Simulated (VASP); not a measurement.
Output of a VASP run:

**OUTCAR**
```
 ion  position               nearest neighbor table
   1  0.500  0.000  0.237-   3 2.62   4 2.62   4 2.62   3 2.62
   2  0.000  0.500  0.763-   3 2.62   4 2.62   3 2.62   4 2.62
   3  0.000  0.000  0.000-   1 2.62   2 2.62   2 2.62   1 2.62   4 3.18   4 3.18   4 3.18   4 3.18
  LATTYP: Found a simple tetragonal cell.
 ALAT       =     4.4912540000
 C/A-ratio  =     1.2600834867
 Subroutine PRICEL returns:
 Original cell was already a primitive cell.
 Subroutine GETGRP returns: Found 16 space group operations
The static configuration has the point symmetry D_2d.
 The point group associated with its full space group is D_4h.
The dynamic configuration has the point symmetry D_2d.
 Subroutine INISYM returns: Found 16 space group operations
 Subroutine IBZKPT returns following result:
 Found     12 irreducible k-points:

 Following reciprocal coordinates:
            Coordinates               Weight
  0.000000  0.000000  0.000000      1.000000
  0.250000  0.000000  0.000000      4.000000
  0.500000  0.000000  0.000000      2.000000
  0.250000  0.250000  0.000000      4.000000
  0.500000  0.250000  0.000000      4.000000
  0.500000  0.500000  0.000000      1.000000
  0.000000  0.000000  0.333333      2.000000
  0.250000  0.000000  0.333333      8.000000
  0.500000  0.000000  0.333333      4.000000
  0.250000  0.250000  0.333333      8.000000
  0.500000  0.250000  0.333333      8.000000
  0.500000  0.500000  0.333333      2.000000
   k-points           NKPTS =     12   k-points in BZ     NKDIM =     12   number of bands    NBANDS=     14
   number of dos      NEDOS =    301   number of ions     NIONS =      4
   total plane-waves  NPLWV =  25088
   dimension x,y,z NGX =    28 NGY =   28 NGZ =   32
   dimension x,y,z NGXF=    56 NGYF=   56 NGZF=   64
   ions per type =               2   2
   PREC   = accura    normal or accurate (medium, high low for compatibility)
   ISTART =      0    job   : 0-new  1-cont  2-samecut
   ICHARG =      2    charge: 1-file 2-atom 10-const
   ISPIN  =      1    spin polarized calculation?
   LNONCOLLINEAR =      F non collinear calculations
   LSORBIT =      F    spin-orbit coupling
   INIWAV =      1    electr: 0-lowe 1-rand  2-diag
   ENCUT  =  300.0 eV  22.05 Ry    4.70 a.u.   6.34  6.34  7.99*2*pi/ulx,y,z
   NELM   =    100;   NELMIN=  2; NELMDL= -5     # of ELM steps
   EDIFF  = 0.1E-05   stopping-criterion for ELM
   LREAL  =      F    real-space projection
   NLSPLINE    = F    spline interpolate recip. space projectors
   LMAXMIX     =    4 max onsite mixed and CHGCAR
   VOSKOWN=      0    Vosko Wilk Nusair interpolation
   EDIFFG = 0.1E-04   stopping-criterion for IOM
   NSW    =      0    number of steps for IOM
   NBLOCK =      1;   KBLOCK =      1    inner block; outer block
   IBRION =     -1    ionic relax: 0-MD 1-quasi-New 2-CG
   NFREE  =      0    steps in history (QN), initial steepest desc. (CG)
   ISIF   =      2    stress and relaxation
   ISYM   =      2    0-nonsym 1-usesym 2-fastsym
   TEIN   =    0.0    initial temperature
   TEBEG  =    0.0;   TEEND  =   0.0 temperature during run
   SMASS  =  -3.00    Nose mass-parameter (am)
   PSTRESS=    0.0 pullay stress
   NELECT =      20.0000    total number of electrons
   EFERMI =   0.00;   METHOD = LEGACY
   ISMEAR =     0;   SIGMA  =   0.27  broadening in eV -4-tet -1-fermi 0-gaus
   IALGO  =     38    algorithm
   LDIAG  =      T    sub-space diagonalisation (order eigenvalues)
   IMIX   =      4    mixing-type and parameters
     AMIX     =   0.40;   BMIX     =  1.00
     AMIX_MAG =   1.60;   BMIX_MAG =  1.00
     AMIN     =   0.10
   GGA     = PS    functional components
   VOSKOWN =     0    Vosko Wilk Nusair interpolation
   LHFCALC =     F    Hartree Fock is set to
   LHFONE  =     F    Hartree Fock one center treatment
   AEXX    =    0.0000 exact exchange contribution
   IVDW    =     0    specifies the selected vdW correction
   LEPSILON=     F    determine dielectric tensor
   LRPA    =     F    only Hartree local field effects (RPA)
  energy-cutoff  :      300.00
...
```

**OSZICAR**
```
       N       E                     dE             d eps       ncg     rms          rms(c)
DAV:   1     0.662819596263E+02    0.66282E+02   -0.54213E+03   336   0.718E+02
DAV:   2    -0.121037126605E+02   -0.78386E+02   -0.76366E+02   426   0.153E+02
DAV:   3    -0.166880639182E+02   -0.45844E+01   -0.45466E+01   450   0.407E+01
DAV:   4    -0.167461327819E+02   -0.58069E-01   -0.57861E-01   422   0.522E+00
DAV:   5    -0.167471749256E+02   -0.10421E-02   -0.10421E-02   442   0.711E-01    0.610E+00
DAV:   6    -0.165872100503E+02    0.15996E+00   -0.16256E-01   414   0.202E+00    0.368E+00
DAV:   7    -0.165354923042E+02    0.51718E-01   -0.16843E-01   384   0.205E+00    0.424E-01
DAV:   8    -0.165342332265E+02    0.12591E-02   -0.11405E-02   432   0.690E-01    0.119E-01
DAV:   9    -0.165343543468E+02   -0.12112E-03   -0.11534E-03   408   0.199E-01    0.357E-02
DAV:  10    -0.165343652316E+02   -0.10885E-04   -0.79694E-05   420   0.543E-02    0.196E-02
DAV:  11    -0.165343790398E+02   -0.13808E-04   -0.28017E-05   378   0.324E-02    0.505E-03
DAV:  12    -0.165343798253E+02   -0.78552E-06   -0.41601E-06   402   0.124E-02
   1 F= -.16534380E+02 E0= -.16498778E+02  d E =-.712033E-01
```

File OUTCAR:
```
------------------------ aborting loop because EDIFF is reached ----------------------------------------
  FORCE on cell =-STRESS in cart. coord.  units (eV):
  Direction    XX          YY          ZZ          XY          YZ          ZX
  --------------------------------------------------------------------------------------
  Total       15.4716556     15.4716556      3.0775073      0.0000000      0.0000000      0.0000000
  in kB      217.1426832    217.1426832     43.1924168      0.0000000      0.0000000      0.0000000
  external PRESSURE =     159.1592611 kB  Pullay stress =       0.0000000 kB
  volume of cell :      114.16
      direct lattice vectors                 reciprocal lattice vectors
     4.491254000  0.000000000  0.000000000     0.222654965  0.000000000  0.000000000
     0.000000000  4.491254000  0.000000000     0.000000000  0.222654965  0.000000000
     0.000000000  0.000000000  5.659355000     0.000000000  0.000000000  0.176698581
 POSITION                                       TOTAL-FORCE (eV/Angst)
 -----------------------------------------------------------------------------------
      2.24563      0.00000      1.34014         0.000000      0.000000      1.607011
      0.00000      2.24563      4.31922        -0.000000      0.000000     -1.607011
      0.00000      0.00000      0.00000         0.000000      0.000000      0.000000
      2.24563      2.24563      0.00000         0.000000      0.000000      0.000000
 -----------------------------------------------------------------------------------
    total drift:                               -0.000000     -0.000000     -0.000000
  FREE ENERGIE OF THE ION-ELECTRON SYSTEM (eV)
  ---------------------------------------------------
  free  energy   TOTEN  =       -16.5343798253 eV

  energy  without entropy=      -16.4631765507  energy(sigma->0) =      -16.49877819
```
(Selected blocks of OUTCAR.)

**POSCAR**
```
SbAs
1
    4.4912540000     0.0000000000     0.0000000000
    0.0000000000     4.4912540000     0.0000000000
    0.0000000000     0.0000000000     5.6593550000
As Sb
2 2
Direct
  0.5000000000   0.0000000000   0.2368000000
  0.0000000000   0.5000000000   0.7632000000
  0.0000000000   0.0000000000   0.0000000000
  0.5000000000   0.5000000000   0.0000000000
```

Write an INCAR and KPOINTS that could have produced this output.

One answer among several that fit: the input of the run itself, PBEsol GGA, plane waves, VASP's PBE PAW potentials (set 64).

**KPOINTS**
```
Automatic mesh
0
Gamma
4 4 3
0 0 0
```

### INCAR
```
# general
SYSTEM   =  SbAs
PREC     =  Accurate
ENCUT    =  300
LREAL    =  .FALSE.
LASPH    =  .TRUE.

# electronic loop
EDIFF    =  1E-6
NELM     =  100
ALGO     =  Normal
LMAXMIX  =  4

# smearing
ISMEAR   =  0
SIGMA    =  0.272

# functional
GGA      =  PS

# ions
ISIF     =  2

# output
LWAVE    =  .FALSE.
LCHARG   =  .FALSE.
```

POTCAR, in this order: As Sb (PBE.64 set). Program: vasp_std.

The structure was generated: SbAs was put into an ordered model structure, which need not be its known phase. The cell was not relaxed at this level. The k-mesh is coarse (spacing up to 0.37 per Å, 2π included), so the numbers may not be converged in it. The run is one of a series of settings (GGA = PS against the base run), some of them coarse on purpose.
